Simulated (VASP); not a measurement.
These are PBE GGA, VASP's PBE PAW potentials (set 64) (plane waves; VASP 6.6.1) values and carry that method's errors.

A VASP calculation is set up with these files.

File KPOINTS:
```
kpoints
0
Gamma
4 4 4
0 0 0
```

**INCAR**
```
ALGO = Normal
EDIFF = 1E-6
EDIFFG = -0.01
ENCUT = 300
GGA = PE
IBRION = 2
ISIF = 3
ISMEAR = 0
ISPIN = 2
LASPH = .True.
LCHARG = .False.
LMAXMIX = 4
LORBIT = 11
LREAL = .False.
LWAVE = .False.
MAGMOM = 0.0 0.0 0.0 0.0 3.0 3.0
NELM = 100
NSW = 50
PREC = Accurate
SIGMA = 0.05
SYSTEM = CoSi2
```

POSCAR:
```
CoSi2
1
    0.0000000000     3.8948060000     4.0283220000
    2.2613820000     0.0000000000     4.0283220000
    2.2613820000     3.8948060000     0.0000000000
Si Co
4 2
Direct
  0.6635000000   0.3365000000   0.6635000000
  0.3365000000   0.6635000000   0.3365000000
  0.5865000000   0.9135000000   0.5865000000
  0.9135000000   0.5865000000   0.9135000000
  0.0000000000   0.0000000000   0.0000000000
  0.2500000000   0.2500000000   0.2500000000
```

POTCAR, in this order: Si Co (PBE.64 set). Program: vasp_std.

What VASP printed:

OSZICAR:
```
...
DAV:   9    -0.362920878735E+02    0.35530E-06   -0.11382E-06  1056   0.168E-02
   8 F= -.36292088E+02 E0= -.36290139E+02  d E =-.107035E-01  mag=     0.0000
       N       E                     dE             d eps       ncg     rms          rms(c)
DAV:   1    -0.363597303167E+02   -0.67642E-01   -0.86243E-01  2192   0.104E+01    0.234E+00
DAV:   2    -0.366390279308E+02   -0.27930E+00   -0.17137E+00  2240   0.194E+01    0.500E+00
DAV:   3    -0.362981938914E+02    0.34083E+00   -0.90305E-01  2224   0.155E+01    0.462E-01
DAV:   4    -0.362990271985E+02   -0.83331E-03   -0.46595E-02  1824   0.108E+00    0.317E-01
DAV:   5    -0.362978981295E+02    0.11291E-02   -0.20127E-03  2544   0.644E-01    0.998E-02
DAV:   6    -0.362978464108E+02    0.51719E-04   -0.26385E-04  2672   0.134E-01    0.260E-02
DAV:   7    -0.362978454451E+02    0.96564E-06   -0.11152E-05  2368   0.283E-02    0.525E-03
DAV:   8    -0.362978451037E+02    0.34140E-06   -0.81991E-07  1056   0.950E-03
   9 F= -.36297845E+02 E0= -.36295300E+02  d E =-.164607E-01  mag=    -0.0000
       N       E                     dE             d eps       ncg     rms          rms(c)
DAV:   1    -0.363248687339E+02   -0.27023E-01   -0.76795E-01  2016   0.557E+00    0.835E-01
DAV:   2    -0.363250241086E+02   -0.15537E-03   -0.80883E-02  2400   0.411E+00    0.102E+00
DAV:   3    -0.363131706385E+02    0.11853E-01   -0.50261E-02  2256   0.348E+00    0.450E-01
DAV:   4    -0.363086513845E+02    0.45193E-02   -0.78180E-03  2368   0.853E-01    0.762E-02
DAV:   5    -0.363086237924E+02    0.27592E-04   -0.72107E-04  2384   0.274E-01    0.277E-02
DAV:   6    -0.363086234059E+02    0.38651E-06   -0.31905E-05  2224   0.641E-02    0.165E-02
DAV:   7    -0.363086224180E+02    0.98785E-06   -0.40171E-06  1904   0.269E-02
  10 F= -.36308622E+02 E0= -.36307165E+02  d E =-.107773E-01  mag=    -0.0000
       N       E                     dE             d eps       ncg     rms          rms(c)
DAV:   1    -0.363311574196E+02   -0.22534E-01   -0.77970E-01  2000   0.560E+00    0.870E-01
DAV:   2    -0.363311953944E+02   -0.37975E-04   -0.94469E-02  2336   0.448E+00    0.108E+00
DAV:   3    -0.363176077520E+02    0.13588E-01   -0.56714E-02  2224   0.369E+00    0.454E-01
DAV:   4    -0.363126756604E+02    0.49321E-02   -0.88788E-03  2352   0.934E-01    0.773E-02
DAV:   5    -0.363126522954E+02    0.23365E-04   -0.84185E-04  2336   0.297E-01    0.252E-02
DAV:   6    -0.363126521006E+02    0.19480E-06   -0.34572E-05  2176   0.626E-02    0.160E-02
DAV:   7    -0.363126508405E+02    0.12602E-05   -0.35039E-06  1824   0.241E-02    0.348E-03
DAV:   8    -0.363126509525E+02   -0.11200E-06   -0.70275E-07   960   0.817E-03
  11 F= -.36312651E+02 E0= -.36311576E+02  d E =-.148058E-01  mag=     0.0000
       N       E                     dE             d eps       ncg     rms          rms(c)
DAV:   1    -0.363132779818E+02   -0.62714E-03   -0.21638E-02  1952   0.929E-01    0.145E-01
DAV:   2    -0.363132428199E+02    0.35162E-04   -0.24880E-03  2360   0.720E-01    0.175E-01
DAV:   3    -0.363128877124E+02    0.35511E-03   -0.15356E-03  2256   0.610E-01    0.770E-02
DAV:   4    -0.363127534192E+02    0.13429E-03   -0.25165E-04  2416   0.163E-01    0.116E-02
DAV:   5    -0.363127539324E+02   -0.51315E-06   -0.22792E-05  2280   0.478E-02    0.425E-03
DAV:   6    -0.363127540890E+02   -0.15666E-06   -0.71128E-07  1048   0.101E-02
  12 F= -.36312754E+02 E0= -.36311708E+02  d E =-.149090E-01  mag=    -0.0000
       N       E                     dE             d eps       ncg     rms          rms(c)
DAV:   1    -0.363894828674E+02   -0.76729E-01   -0.94114E-01  2048   0.119E+01    0.267E+00
DAV:   2    -0.367357549417E+02   -0.34627E+00   -0.20708E+00  2256   0.223E+01    0.554E+00
DAV:   3    -0.363103512020E+02    0.42540E+00   -0.11592E+00  2176   0.178E+01    0.491E-01
DAV:   4    -0.363122510499E+02   -0.18998E-02   -0.56879E-02  1792   0.115E+00    0.359E-01
DAV:   5    -0.363108399116E+02    0.14111E-02   -0.24546E-03  2528   0.746E-01    0.113E-01
DAV:   6    -0.363107749048E+02    0.65007E-04   -0.30810E-04  2576   0.149E-01    0.293E-02
DAV:   7    -0.363107705705E+02    0.43343E-05   -0.13325E-05  2512   0.347E-02    0.670E-03
DAV:   8    -0.363107702892E+02    0.28130E-06   -0.93724E-07  1232   0.114E-02
  13 F= -.36310770E+02 E0= -.36309642E+02  d E =0.198380E-02  mag=     0.0000
       N       E                     dE             d eps       ncg     rms          rms(c)
DAV:   1    -0.363428432127E+02   -0.32073E-01   -0.34672E-01  2032   0.725E+00    0.158E+00
DAV:   2    -0.364642946033E+02   -0.12145E+00   -0.74513E-01  2304   0.133E+01    0.333E+00
DAV:   3    -0.363149289253E+02    0.14937E+00   -0.41636E-01  2256   0.100E+01    0.351E-01
DAV:   4    -0.363143886004E+02    0.54032E-03   -0.13047E-02  1792   0.774E-01    0.120E-01
DAV:   5    -0.363142341338E+02    0.15447E-03   -0.52242E-04  2704   0.287E-01    0.373E-02
DAV:   6    -0.363142177172E+02    0.16417E-04   -0.50006E-05  2320   0.518E-02    0.991E-03
DAV:   7    -0.363142171587E+02    0.55855E-06   -0.33388E-06  1760   0.166E-02
  14 F= -.36314217E+02 E0= -.36313140E+02  d E =-.146307E-02  mag=     0.0000
       N       E                     dE             d eps       ncg     rms          rms(c)
DAV:   1    -0.363142221322E+02   -0.44150E-05   -0.59309E-05  2032   0.947E-02    0.208E-02
DAV:   2    -0.363142424219E+02   -0.20290E-04   -0.12611E-04  2256   0.174E-01    0.431E-02
DAV:   3    -0.363142169467E+02    0.25475E-04   -0.71009E-05  2256   0.134E-01    0.425E-03
DAV:   4    -0.363142169952E+02   -0.48529E-07   -0.26350E-06  1416   0.884E-03
  15 F= -.36314217E+02 E0= -.36313140E+02  d E =-.146291E-02  mag=    -0.0000
       N       E                     dE             d eps       ncg     rms          rms(c)
DAV:   1    -0.363167851779E+02   -0.25682E-02   -0.35343E-02  2032   0.230E+00    0.509E-01
DAV:   2    -0.363294129025E+02   -0.12628E-01   -0.76742E-02  2272   0.427E+00    0.107E+00
DAV:   3    -0.363138889504E+02    0.15524E-01   -0.43020E-02  2272   0.326E+00    0.106E-01
DAV:   4    -0.363138562528E+02    0.32698E-04   -0.14725E-03  1824   0.230E-01    0.457E-02
DAV:   5    -0.363138329177E+02    0.23335E-04   -0.64505E-05  2592   0.111E-01    0.144E-02
DAV:   6    -0.363138310068E+02    0.19109E-05   -0.65902E-06  1952   0.181E-02    0.415E-03
DAV:   7    -0.363138308777E+02    0.12916E-06   -0.44613E-07   976   0.782E-03
  16 F= -.36313831E+02 E0= -.36312770E+02  d E =-.107679E-02  mag=    -0.0000
       N       E                     dE             d eps       ncg     rms          rms(c)
DAV:   1    -0.363168527051E+02   -0.30217E-02   -0.31815E-02  2032   0.218E+00    0.486E-01
DAV:   2    -0.363282901176E+02   -0.11437E-01   -0.69693E-02  2256   0.408E+00    0.100E+00
DAV:   3    -0.363142418267E+02    0.14048E-01   -0.38861E-02  2224   0.314E+00    0.936E-02
DAV:   4    -0.363142510925E+02   -0.92658E-05   -0.15275E-03  1792   0.203E-01    0.538E-02
DAV:   5    -0.363142162366E+02    0.34856E-04   -0.77574E-05  2400   0.130E-01    0.165E-02
DAV:   6    -0.363142147590E+02    0.14776E-05   -0.71171E-06  1920   0.175E-02    0.686E-03
DAV:   7    -0.363142142920E+02    0.46698E-06   -0.72023E-07  1000   0.132E-02
  17 F= -.36314214E+02 E0= -.36313138E+02  d E =-.146020E-02  mag=    -0.0000
       N       E                     dE             d eps       ncg     rms          rms(c)
DAV:   1    -0.363146195040E+02   -0.40474E-03   -0.11769E-02  1872   0.720E-01    0.116E-01
DAV:   2    -0.363146950765E+02   -0.75573E-04   -0.17277E-03  2544   0.613E-01    0.148E-01
DAV:   3    -0.363144319105E+02    0.26317E-03   -0.99717E-04  2264   0.493E-01    0.554E-02
DAV:   4    -0.363143719824E+02    0.59928E-04   -0.10486E-04  2520   0.105E-01    0.103E-02
DAV:   5    -0.363143712129E+02    0.76947E-06   -0.10723E-05  2216   0.377E-02    0.319E-03
DAV:   6    -0.363143712427E+02   -0.29837E-07   -0.51860E-07   944   0.917E-03
  18 F= -.36314371E+02 E0= -.36313318E+02  d E =-.156951E-03  mag=     0.0000
```

**OUTCAR**
```
------------------------ aborting loop because EDIFF is reached ----------------------------------------
  FORCE on cell =-STRESS in cart. coord.  units (eV):
  Direction    XX          YY          ZZ          XY          YZ          ZX
  --------------------------------------------------------------------------------------
  Total       -0.0536882     -0.0235221     -0.0362814      0.0000000      0.0000000      0.0000000
  in kB       -1.2046379     -0.5277803     -0.8140698      0.0000000      0.0000000      0.0000000
  external PRESSURE =      -0.8488294 kB  Pullay stress =       0.0000000 kB
  volume of cell :       71.41
      direct lattice vectors                 reciprocal lattice vectors
     0.000000000  3.728700306  4.578648813    -0.239090061  0.134094982  0.109202523
     2.091262170  0.000000000  4.578648813     0.239090061 -0.134094982  0.109202523
     2.091262170  3.728700306  0.000000000     0.239090061  0.134094982 -0.109202523
 POSITION                                       TOTAL-FORCE (eV/Angst)
 -----------------------------------------------------------------------------------
      2.09126      4.97453      4.57865         0.000000      0.002888     -0.000000
      2.09126      2.48287      4.57865         0.000000     -0.002888     -0.000000
      3.13689      4.34722      6.86797        -0.000000     -0.002888     -0.000000
      3.13689      6.83888      6.86797        -0.000000      0.002888     -0.000000
      2.09126      7.45740      4.57865         0.000000     -0.000000     -0.000000
      1.04563      1.86435      2.28932         0.000000     -0.000000      0.000000
 -----------------------------------------------------------------------------------
    total drift:                               -0.000000     -0.000000      0.000000
  FREE ENERGIE OF THE ION-ELECTRON SYSTEM (eV)
  ---------------------------------------------------
  free  energy   TOTEN  =       -36.3143712427 eV

  energy  without entropy=      -36.3122653258  energy(sigma->0) =      -36.31331828

 total charge

# of ion       s       p       d       tot
------------------------------------------
    1        0.751   0.863   0.000   1.614
    2        0.751   0.863   0.000   1.614
    3        0.751   0.863   0.000   1.614
    4        0.751   0.863   0.000   1.614
    5        0.411   0.524   7.526   8.462
    6        0.411   0.524   7.526   8.462
--------------------------------------------------
tot          3.826   4.501  15.053  23.379

 magnetization (x)

# of ion       s       p       d       tot
------------------------------------------
    1       -0.000  -0.000   0.000  -0.000
    2       -0.000  -0.000   0.000  -0.000
    3       -0.000  -0.000   0.000  -0.000
    4       -0.000  -0.000   0.000  -0.000
    5        0.000   0.000   0.000   0.000
    6        0.000   0.000   0.000   0.000
--------------------------------------------------
tot         -0.000  -0.000   0.000   0.000

 reached required accuracy - stopping structural energy minimisation
```
(Selected blocks of OUTCAR.)

File CONTCAR:
```
CoSi2
   1.00000000000000
     0.0000000000000000    3.7287003061065054    4.5786488126578595
     2.0912621696289473    0.0000000000000000    4.5786488126578595
     2.0912621696289473    3.7287003061065054    0.0000000000000000
  Si              Co
     4     2
Direct
     0.6670595155033585    0.3329404844966413    0.6670595155033585
     0.3329404844966413    0.6670595155033585    0.3329404844966413
     0.5829404844966415    0.9170595155033585    0.5829404844966415
     0.9170595155033585    0.5829404844966415    0.9170595155033585
     1.0000000000000000    0.0000000000000000    1.0000000000000000
     0.2500000000000000    0.2500000000000000    0.2500000000000000
```

**OUTCAR**
```
 val. band max:       11.9258022612   @ k =  -0.2500   0.0000   0.2500

 cond. band min:      12.0738249042   @ k =  -0.2500   0.0000   0.2500


 Fermi energy:        11.9289783531

 spin component 1

 k-point     1 :       0.0000    0.0000    0.0000
  band No.  band energies     occupation
      1      -2.7450      1.00000
      2       2.6725      1.00000
      3       4.5388      1.00000
      4       5.7643      1.00000
      5       6.6569      1.00000
      6       6.9356      1.00000
      7       7.1246      1.00000
      8       7.6515      1.00000
      9       8.4107      1.00000
     10       9.1743      1.00000
     11       9.1786      1.00000
     12       9.4601      1.00000
     13       9.7920      1.00000
     14      10.2849      1.00000
     15      11.3014      1.00000
     16      11.8758      0.93368
     17      12.2190      0.00000
     18      12.2871      0.00000
     19      12.3535      0.00000
     20      12.4378      0.00000
     21      12.4852      0.00000
     22      13.1233      0.00000
     23      14.3996      0.00000
     24      14.5612      0.00000

 k-point     2 :       0.2500    0.0000    0.0000
  band No.  band energies     occupation
      1      -1.9747      1.00000
      2       2.4742      1.00000
      3       3.7074      1.00000
      4       4.8030      1.00000
      5       5.6254      1.00000
      6       6.1900      1.00000
      7       7.2992      1.00000
      8       7.9548      1.00000
      9       8.7438      1.00000
     10       9.1194      1.00000
     11       9.2855      1.00000
     12       9.4543      1.00000
     13       9.5278      1.00000
     14      10.1290      1.00000
     15      11.0904      1.00000
     16      11.1930      1.00000
     17      11.3105      1.00000
     18      11.6193      1.00000
     19      12.8548      0.00000
     20      13.4352      0.00000
     21      14.6031      0.00000
     22      14.8558      0.00000
...
```

At this cut-off the stress carries a Pulay error, which pulls relaxed volumes low.

The structure was generated: CoSi2 was put into an ordered model structure, which need not be its known phase. This run relaxes it. Symmetry was kept, so distortions that lower it aren't found. The k-mesh is coarse (spacing up to 0.46 per Å, 2π included), so the numbers may not be converged in it. The run is one of a series of settings (EDIFFG = -0.01, IBRION = 2, ISIF = 3, NSW = 50 against the base run), some of them coarse on purpose.
